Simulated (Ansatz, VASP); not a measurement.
## Cross-check of TiTe2 between VASP and Ansatz

Wanted: the spread between two codes on one cell, functional and k mesh. The cell is taken from a series of runs on this material, whose earlier steps may have relaxed, scaled, displaced or heated it; both programs get it as it stands.

Calculated with Ansatz 0.2.0; plane waves, with VASP 6.6.1 beside it; zone-centre phonons at LDA.

## Step 1: The structure

The cell holds 3 atoms: 1 Ti and 2 Te. Cell: a = 3.631 Å, b = 3.631 Å, c = 16.300 Å, α = 90.0°, β = 90.0°, γ = 120.0°. Vacuum lies along c.

As a file:

```xyz
3
Lattice="3.6307 0.0000 0.0000 -1.8154 3.1443 0.0000 0.0000 0.0000 16.3000" Properties=species:S:1:pos:R:3
Ti    0.0000    0.0000    8.1500
Te    0.0000    2.0962    9.8876
Te    1.8154    1.0481    6.4124
```

## Step 2: VASP: zone-centre phonons, LDA

Second derivatives magnify differences that forces hide, and they need a tight electronic threshold.

Lines of VASP's logs that name or quote its potential files are left out, and so is its time.

Contents of INCAR:

```
SYSTEM = TiTe2
PREC = Accurate
ENCUT = 500
EDIFF = 1E-08
NELM = 120
ISMEAR = 0
SIGMA = 0.27211
LREAL = .FALSE.
ALGO = Normal
GGA = PW92
NBANDS = 18
LASPH = .TRUE.
LORBIT = 11
LWAVE = .FALSE.
LCHARG = .FALSE.
ISIF = 2
IBRION = 8
GGA_COMPAT = .FALSE.
NELMDL = -8
KPAR = 2
```

Contents of POSCAR:

```
TiTe2
1.0
    3.6307034761      0.0000000000      0.0000000000
   -1.8153517380      3.1442814439      0.0000000000
    0.0000000000      0.0000000000     16.2999999993
Ti Te
1 2
Direct
    0.0000000000      0.0000000000      0.5000000000
    0.3333333333      0.6666666667      0.6066004585
    0.6666666667      0.3333333333      0.3933995415
```

Contents of KPOINTS:

```
Automatic mesh
0
Gamma
12 12 1
0 0 0
```

The projector-augmented-wave data sets are Ti_sv and Te (LDA family, release 64).

Launch:

```
mpirun -np 2 vasp_std
```

What it wrote:

```text
[banner, memory and clock lines left out]
running    2 mpi-ranks, on    1 nodes
 distrk:  each k-point on    1 cores,    2 groups
 distr:  one band on    1 cores,    1 groups

 POSCAR found type information on POSCAR TiTe
 POSCAR found :  2 types and       3 ions
|                                                                             |
|               ----> ADVICE to this user running VASP <----                  |
|                                                                             |
|     You enforced a specific xc type in the INCAR file but a different       |
|     [... a line on the potential file left out ...]
|     I HOPE YOU KNOW WHAT YOU ARE DOING!                                     |
|                                                                             |

 LDA part: xc-table for (Slater(with rela. corr.)+PW92), standard interpolation
 POSCAR, INCAR and KPOINTS ok, starting setup
 FFT: planning ... GRIDC
 FFT: planning ... GRID_SOFT
 FFT: planning ... GRID
 WAVECAR not read
 entering main loop
       N       E                     dE             d eps       ncg     rms          rms(c)
DAV:   1     0.148688936183E+03    0.14869E+03   -0.11065E+04   820   0.106E+03
DAV:   2    -0.102179365948E+01   -0.14971E+03   -0.14637E+03   866   0.249E+02
DAV:   3    -0.188186954069E+02   -0.17797E+02   -0.17590E+02  1204   0.749E+01
DAV:   4    -0.199727457314E+02   -0.11541E+01   -0.11492E+01   914   0.183E+01
DAV:   5    -0.200808172970E+02   -0.10807E+00   -0.10802E+00  1082   0.442E+00
DAV:   6    -0.200818207118E+02   -0.10034E-02   -0.10033E-02   966   0.541E-01
DAV:   7    -0.200818584250E+02   -0.37713E-04   -0.37712E-04  1066   0.852E-02
DAV:   8    -0.200818587031E+02   -0.27810E-06   -0.27808E-06   942   0.863E-03    0.125E+01
DAV:   9    -0.198386411920E+02    0.24322E+00   -0.29197E+01   824   0.375E+01    0.129E+01
DAV:  10    -0.184545248279E+02    0.13841E+01   -0.25873E+01   850   0.326E+01    0.565E+00
DAV:  11    -0.181294801576E+02    0.32504E+00   -0.12356E+00   790   0.824E+00    0.196E+00
DAV:  12    -0.180982158451E+02    0.31264E-01   -0.41179E-01   958   0.415E+00    0.110E+00
DAV:  13    -0.180919088121E+02    0.63070E-02   -0.93876E-02   858   0.261E+00    0.525E-01
DAV:  14    -0.180903626446E+02    0.15462E-02   -0.16958E-02   772   0.104E+00    0.226E-01
[...]
DAV:  20    -0.180906228016E+02   -0.10871E-03   -0.33019E-05   904   0.422E-02    0.879E-03
DAV:  21    -0.180906954662E+02   -0.72665E-04   -0.61437E-06   750   0.154E-02    0.115E-02
DAV:  22    -0.180907119797E+02   -0.16513E-04   -0.76443E-07   842   0.291E-03    0.435E-03
DAV:  23    -0.180907181969E+02   -0.62173E-05   -0.27033E-07   748   0.209E-03    0.123E-03
DAV:  24    -0.180907192743E+02   -0.10774E-05   -0.76106E-08   738   0.131E-03    0.420E-04
DAV:  25    -0.180907194844E+02   -0.21010E-06   -0.10735E-08   628   0.506E-04    0.386E-04
DAV:  26    -0.180907194984E+02   -0.13942E-07   -0.70118E-10   612   0.172E-04    0.171E-04
DAV:  27    -0.180907195025E+02   -0.41514E-08   -0.40513E-10   480   0.153E-04
   1 F= -.18090720E+02 E0= -.18063819E+02  d E =-.538020E-01
 Linear response reoptimize wavefunctions to high precision
DAV:   1    -0.180907195025E+02    0.31832E-10   -0.72028E-11   482   0.651E-05
 Linear response DOF=           4
 Linear response progress:
  Degree of freedom:   1/  4
       N       E                     dE             d eps       ncg     rms          rms(c)
RMM:   1    -0.720535154366E+00   -0.72054E+00    0.13735E+01  1567   0.127E+02
RMM:   2    -0.680303805688E+00    0.40231E-01   -0.43993E-01  2651   0.511E+00    0.199E-01
RMM:   3    -0.677317142333E+00    0.29867E-02   -0.23417E-02  3034   0.112E+00    0.987E-02
RMM:   4    -0.677663521050E+00   -0.34638E-03   -0.14858E-02  3589   0.484E-01    0.356E-02
RMM:   5    -0.678993297906E+00   -0.13298E-02   -0.11113E-03  3635   0.171E-01    0.172E-02
RMM:   6    -0.679498579547E+00   -0.50528E-03   -0.29621E-04  3590   0.784E-02    0.130E-02
RMM:   7    -0.679594485212E+00   -0.95906E-04   -0.57388E-05  3558   0.389E-02    0.255E-03
RMM:   8    -0.679549204352E+00    0.45281E-04   -0.22124E-05  4028   0.191E-02    0.121E-03
RMM:   9    -0.679573647999E+00   -0.24444E-04   -0.10635E-05  4010   0.983E-03    0.391E-04
RMM:  10    -0.679578298712E+00   -0.46507E-05   -0.65007E-06  4099   0.560E-03    0.220E-04
RMM:  11    -0.679586594927E+00   -0.82962E-05   -0.52074E-06  3944   0.373E-03    0.875E-05
RMM:  12    -0.679584924096E+00    0.16708E-05   -0.40159E-06  4158   0.257E-03    0.481E-05
RMM:  13    -0.679584764475E+00    0.15962E-06   -0.33482E-06  4108   0.191E-03    0.601E-05
RMM:  14    -0.679586713759E+00   -0.19493E-05   -0.27051E-06  3878   0.154E-03    0.187E-05
RMM:  15    -0.679586507067E+00    0.20669E-06   -0.23864E-06  4021   0.128E-03    0.383E-05
RMM:  16    -0.679586249014E+00    0.25805E-06   -0.20395E-06  3992   0.111E-03    0.756E-05
RMM:  17    -0.679586876151E+00   -0.62714E-06   -0.17707E-06  3651   0.988E-04    0.640E-05
RMM:  18    -0.679586933076E+00   -0.56924E-07   -0.14901E-06  4125   0.878E-04    0.730E-05
RMM:  19    -0.679586994538E+00   -0.61463E-07   -0.12891E-06  4149   0.795E-04    0.817E-05
RMM:  20    -0.679587126310E+00   -0.13177E-06   -0.10650E-06  3655   0.729E-04    0.812E-05
RMM:  21    -0.679587313748E+00   -0.18744E-06   -0.89046E-07  3578   0.672E-04    0.809E-05
 first order change of Fermi-energy  -0.14596E-02
 force on displaced ion       1 direction 1 :  -4.763   0.000   0.000
 Linear response progress:
  Degree of freedom:   2/  4
       N       E                     dE             d eps       ncg     rms          rms(c)
RMM:   1    -0.738175600267E+00   -0.73818E+00    0.25225E+01   691   0.133E+02
RMM:   2    -0.699415050795E+00    0.38761E-01   -0.34195E-01  1130   0.423E+00    0.224E-01
RMM:   3    -0.696505684220E+00    0.29094E-02   -0.26485E-02  1306   0.987E-01    0.114E-01
RMM:   4    -0.696842869642E+00   -0.33719E-03   -0.16633E-02  1460   0.432E-01    0.501E-02
RMM:   5    -0.698027301850E+00   -0.11844E-02   -0.95690E-04  1515   0.145E-01    0.231E-02
RMM:   6    -0.698565510615E+00   -0.53821E-03   -0.33376E-04  1491   0.711E-02    0.518E-03
RMM:   7    -0.698573080493E+00   -0.75699E-05   -0.77794E-05  1567   0.329E-02    0.404E-03
RMM:   8    -0.698579428019E+00   -0.63475E-05   -0.49181E-05  1565   0.199E-02    0.133E-03
RMM:   9    -0.698597306900E+00   -0.17879E-04   -0.31857E-05  1716   0.119E-02    0.669E-04
RMM:  10    -0.698608271876E+00   -0.10965E-04   -0.23919E-05  1544   0.845E-03    0.363E-04
RMM:  11    -0.698612112614E+00   -0.38407E-05   -0.19170E-05  1562   0.654E-03    0.272E-04
RMM:  12    -0.698607278864E+00    0.48337E-05   -0.13325E-05  1550   0.539E-03    0.187E-04
RMM:  13    -0.698608613507E+00   -0.13346E-05   -0.10534E-05  1656   0.445E-03    0.838E-05
RMM:  14    -0.698609505355E+00   -0.89185E-06   -0.85326E-06  1657   0.384E-03    0.901E-05
RMM:  15    -0.698609079940E+00    0.42542E-06   -0.79277E-06  1705   0.338E-03    0.124E-04
RMM:  16    -0.698609272111E+00   -0.19217E-06   -0.61307E-06  1528   0.308E-03    0.346E-04
RMM:  17    -0.698609675974E+00   -0.40386E-06   -0.54303E-06  1437   0.291E-03    0.181E-04
RMM:  18    -0.698609694848E+00   -0.18874E-07   -0.44892E-06  1467   0.260E-03    0.764E-05
RMM:  19    -0.698609697790E+00   -0.29420E-08   -0.41491E-06  1634   0.227E-03    0.140E-04
RMM:  20    -0.698609772859E+00   -0.75070E-07   -0.32732E-06  1773   0.204E-03    0.201E-04
RMM:  21    -0.698609789542E+00   -0.16683E-07   -0.28844E-06  1522   0.188E-03    0.225E-04
RMM:  22    -0.698609864675E+00   -0.75133E-07   -0.28537E-06  1688   0.173E-03    0.262E-04
RMM:  23    -0.698609993862E+00   -0.12919E-06   -0.20746E-06  1572   0.162E-03    0.280E-04
RMM:  24    -0.698609910956E+00    0.82907E-07   -0.20544E-06  1686   0.153E-03    0.251E-04
 first order change of Fermi-energy   0.19916E-03
 force on displaced ion       1 direction 3 :   0.000  -0.000 -11.437
 Linear response progress:
  Degree of freedom:   3/  4
       N       E                     dE             d eps       ncg     rms          rms(c)
RMM:   1    -0.428673278008E-01   -0.42867E-01    0.45559E-03  6345   0.112E+00
RMM:   2    -0.411174730568E-01    0.17499E-02   -0.39530E-03  5455   0.351E-01    0.755E-02
RMM:   3    -0.412791337942E-01   -0.16166E-03   -0.75595E-04  6128   0.130E-01    0.383E-02
RMM:   4    -0.413435187497E-01   -0.64385E-04   -0.15304E-04  6618   0.530E-02    0.290E-02
RMM:   5    -0.414416995382E-01   -0.98181E-04   -0.40115E-05  6003   0.323E-02    0.342E-03
RMM:   6    -0.414328376104E-01    0.88619E-05   -0.11764E-05  6596   0.142E-02    0.213E-03
RMM:   7    -0.414312735001E-01    0.15641E-05   -0.35856E-06  6478   0.713E-03    0.151E-03
RMM:   8    -0.414309855894E-01    0.28791E-06   -0.15034E-07  6402   0.367E-03    0.455E-04
RMM:   9    -0.414313239591E-01   -0.33837E-06   -0.99239E-07  7007   0.178E-03    0.194E-04
RMM:  10    -0.414312443558E-01    0.79603E-07    0.58202E-07  7121   0.865E-04    0.832E-05
RMM:  11    -0.414313179598E-01   -0.73604E-07   -0.86109E-08  6998   0.461E-04    0.282E-05
RMM:  12    -0.414313087252E-01    0.92346E-08    0.22582E-07  7137   0.255E-04    0.131E-05
RMM:  13    -0.414313316323E-01   -0.22907E-07   -0.73368E-08  7030   0.148E-04    0.391E-06
RMM:  14    -0.414313258518E-01    0.57805E-08    0.43433E-08  7215   0.884E-05    0.135E-06
 first order change of Fermi-energy   0.24905E-03
 force on displaced ion       2 direction 1 :  -3.393  -0.001   0.001
 Linear response progress:
  Degree of freedom:   4/  4
       N       E                     dE             d eps       ncg     rms          rms(c)
RMM:   1    -0.833509399365E-01   -0.83351E-01    0.31208E-02  1583   0.135E+00
RMM:   2    -0.813594663875E-01    0.19915E-02   -0.51767E-03  1442   0.388E-01    0.139E-01
RMM:   3    -0.815360226843E-01   -0.17656E-03   -0.11435E-03  1332   0.230E-01    0.118E-01
RMM:   4    -0.814581804791E-01    0.77842E-04   -0.50254E-04  1335   0.175E-01    0.583E-02
RMM:   5    -0.814638624881E-01   -0.56820E-05   -0.15063E-04  1463   0.744E-02    0.431E-02
RMM:   6    -0.815023574547E-01   -0.38495E-04   -0.52385E-05  1535   0.442E-02    0.780E-03
RMM:   7    -0.814997356438E-01    0.26218E-05   -0.15281E-05  1644   0.211E-02    0.470E-03
RMM:   8    -0.814986532442E-01    0.10824E-05   -0.56252E-06  1712   0.103E-02    0.314E-03
RMM:   9    -0.814969968696E-01    0.16564E-05   -0.32534E-06  1524   0.617E-03    0.882E-04
RMM:  10    -0.814981112744E-01   -0.11144E-05   -0.34461E-06  1638   0.273E-03    0.705E-04
RMM:  11    -0.814982945436E-01   -0.18327E-06   -0.24156E-06  1633   0.165E-03    0.376E-04
RMM:  12    -0.814984018891E-01   -0.10735E-06   -0.89398E-07  1680   0.803E-04    0.378E-04
RMM:  13    -0.814983882882E-01    0.13601E-07   -0.87540E-07  1662   0.433E-04    0.212E-04
RMM:  14    -0.814985381160E-01   -0.14983E-06   -0.60520E-07  1538   0.323E-04    0.117E-04
RMM:  15    -0.814985608764E-01   -0.22760E-07   -0.75798E-07  1640   0.183E-04    0.616E-05
RMM:  16    -0.814986130894E-01   -0.52213E-07   -0.21264E-07  1559   0.145E-04    0.165E-05
RMM:  17    -0.814986156842E-01   -0.25948E-08   -0.18904E-07  1688   0.940E-05    0.141E-05
RMM:  18    -0.814986199899E-01   -0.43057E-08   -0.14375E-07  1688   0.641E-05    0.112E-05
RMM:  19    -0.814986211872E-01   -0.11974E-08   -0.11283E-07  1661   0.528E-05    0.810E-06
RMM:  20    -0.814986311817E-01   -0.99945E-08   -0.81042E-08  1693   0.437E-05    0.170E-06
 first order change of Fermi-energy   0.38025E+00
 force on displaced ion       2 direction 3 :   0.000   0.000  -7.436
 Linear response finished
```

From OUTCAR (step 2):

```text
ion  position               nearest neighbor table
   1  0.000  0.000  0.500-   2 2.72   3 2.72   2 2.72   3 2.72   3 2.72   2 2.72
   2  0.333  0.667  0.607-   1 2.72   1 2.72   1 2.72
   3  0.667  0.333  0.393-   1 2.72   1 2.72   1 2.72

  LATTYP: Found a hexagonal cell.
 ALAT       =     3.6307034761
 C/A-ratio  =     4.4894880859

 Subroutine GETGRP returns: Found 12 space group operations
 (whereof 12 operations were pure point group operations)

The static configuration has the point symmetry D_3d.

 Found     19 irreducible k-points:

   k-points           NKPTS =     19   k-points in BZ     NKDIM =     19   number of bands    NBANDS=     18

   dimension x,y,z NGX =    28 NGY =   28 NGZ =  120
   dimension x,y,z NGXF=    56 NGYF=   56 NGZF=  240

   ENCUT  =  500.0 eV  36.75 Ry    6.06 a.u.   6.62  6.62 29.72*2*pi/ulx,y,z

   NELECT =      24.0000    total number of electrons

 k-points in reciprocal lattice and weights: Automatic mesh
   0.00000000  0.00000000  0.00000000       0.007
   0.08333333 -0.00000000  0.00000000       0.042
   0.16666667 -0.00000000  0.00000000       0.042
   0.25000000 -0.00000000  0.00000000       0.042
   0.33333333 -0.00000000  0.00000000       0.042
   0.41666667  0.00000000  0.00000000       0.042
   0.50000000 -0.00000000  0.00000000       0.021
   0.08333333  0.08333333  0.00000000       0.042
   0.16666667  0.08333333  0.00000000       0.083
[...]
0.33333333  0.25000000  0.00000000       0.083
   0.33333333  0.33333333  0.00000000       0.014

 average (electrostatic) potential at core
       1 -81.2221       2 -94.8017       3 -94.8017

  Total       -0.0534398     -0.0534398      0.0548985     -0.0000000     -0.0000000     -0.0000000
  in kB       -0.4601245     -0.4601245      0.4726845     -0.0000000     -0.0000000     -0.0000000
  external PRESSURE =      -0.1491881 kB  Pullay stress =       0.0000000 kB

  energy-cutoff  :      500.00
  volume of cell :      186.08
      direct lattice vectors                 reciprocal lattice vectors
     3.630703476  0.000000000  0.000000000     0.275428717  0.159018844  0.000000000
    -1.815351738  3.144281444  0.000000000     0.000000000  0.318037688  0.000000000
     0.000000000  0.000000000 16.299999999     0.000000000  0.000000000  0.061349693

 POSITION                                       TOTAL-FORCE (eV/Angst)
 -----------------------------------------------------------------------------------
      0.00000      0.00000      8.15000         0.000000      0.000000      0.000000
     -0.00000      2.09619      9.88759         0.000000     -0.000000      0.019121
      1.81535      1.04809      6.41241        -0.000000      0.000000     -0.019121
 -----------------------------------------------------------------------------------
    total drift:                               -0.000000     -0.000000     -0.000000

 Eigenvectors and eigenvalues of the dynamical matrix
 ----------------------------------------------------

   1 f  =    8.326080 THz    52.314303 2PiTHz  277.728131 cm-1    34.433884 meV
             X         Y         Z           dx          dy          dz
      0.000000  0.000000  8.150000    -0.000000   -0.000000    0.917676
     -0.000000  2.096188  9.887587    -0.000000   -0.000000   -0.280954
      1.815352  1.048094  6.412413     0.000000    0.000000   -0.280954

   2 f  =    5.370955 THz    33.746704 2PiTHz  179.155764 cm-1    22.212474 meV
             X         Y         Z           dx          dy          dz
      0.000000  0.000000  8.150000    -0.715852   -0.574742   -0.000000
     -0.000000  2.096188  9.887587     0.218634    0.175537    0.000000
      1.815352  1.048094  6.412413     0.218634    0.175537   -0.000000

   3 f  =    5.370955 THz    33.746704 2PiTHz  179.155764 cm-1    22.212474 meV
             X         Y         Z           dx          dy          dz
      0.000000  0.000000  8.150000    -0.574742    0.715852    0.000000
     -0.000000  2.096188  9.887587     0.175537   -0.218634   -0.000000
      1.815352  1.048094  6.412413     0.175537   -0.218634    0.000000

   4 f  =    4.188069 THz    26.314412 2PiTHz  139.698934 cm-1    17.320453 meV
             X         Y         Z           dx          dy          dz
      0.000000  0.000000  8.150000    -0.000000   -0.000000    0.000000
     -0.000000  2.096188  9.887587    -0.000000   -0.000000   -0.707107
      1.815352  1.048094  6.412413     0.000000    0.000000    0.707107

   5 f  =    2.908838 THz    18.276765 2PiTHz   97.028376 cm-1    12.029980 meV
             X         Y         Z           dx          dy          dz
      0.000000  0.000000  8.150000     0.000000   -0.000000   -0.000000
     -0.000000  2.096188  9.887587    -0.551383   -0.442692    0.000000
      1.815352  1.048094  6.412413     0.551383    0.442692   -0.000000

   6 f  =    2.908838 THz    18.276765 2PiTHz   97.028376 cm-1    12.029980 meV
             X         Y         Z           dx          dy          dz
      0.000000  0.000000  8.150000     0.000000   -0.000000    0.000000
     -0.000000  2.096188  9.887587     0.442692   -0.551383    0.000000
      1.815352  1.048094  6.412413    -0.442692    0.551383    0.000000

   7 f/i=    0.001235 THz     0.007761 2PiTHz    0.041202 cm-1     0.005108 meV
             X         Y         Z           dx          dy          dz
      0.000000  0.000000  8.150000     0.000000    0.000000   -0.397328
     -0.000000  2.096188  9.887587     0.000000    0.000000   -0.648895
      1.815352  1.048094  6.412413     0.000000    0.000000   -0.648895

   8 f/i=    0.005526 THz     0.034722 2PiTHz    0.184334 cm-1     0.022854 meV
             X         Y         Z           dx          dy          dz
      0.000000  0.000000  8.150000    -0.374227   -0.131081   -0.000000
     -0.000000  2.096188  9.887587    -0.612646   -0.214593   -0.000000
      1.815352  1.048094  6.412413    -0.612646   -0.214593   -0.000000

   9 f/i=    0.005526 THz     0.034722 2PiTHz    0.184334 cm-1     0.022854 meV
             X         Y         Z           dx          dy          dz
      0.000000  0.000000  8.150000    -0.131081    0.374227    0.000000
     -0.000000  2.096188  9.887587    -0.214593    0.612646    0.000000
      1.815352  1.048094  6.412413    -0.214593    0.612646    0.000000

 ELASTIC MODULI CONTR FROM IONIC RELAXATION (kBar)
 Direction    XX          YY          ZZ          XY          YZ          ZX
 --------------------------------------------------------------------------------
 XX        -135.9669    -99.5136   -236.4488     -0.0000     65.9763      0.0000
 YY         -99.5136   -135.9669   -236.4488     -0.0000    -65.9763     -0.0000
 ZZ        -236.4488   -236.4488   -474.8423     -0.0000     -0.0000      0.0000
 XY          -0.0000     -0.0000     -0.0000    -18.2267     -0.0000     55.5034
 YZ          65.9763    -65.9763     -0.0000     -0.0000   -238.8188     -0.0000
 ZX           0.0000     -0.0000      0.0000     55.5034     -0.0000   -169.0178
 --------------------------------------------------------------------------------
```

This run has no spin polarisation, so a moment on Ti, if there is one, isn't seen.

(Continued in part 2 of 2.)

[Lines on the potential files, build, host, timing and source positions are cut from VASP's logs without a mark.]

[Logs are printed without paths, hosts, clocks, repeated set-up lines and the standing remarks that a program may print on its own settings, such as how far it seeks lower states.]

[Hosts, paths, dates, database ids (printed as entryN), source tags and the programs' standing remarks are cut or masked in the printed files.]
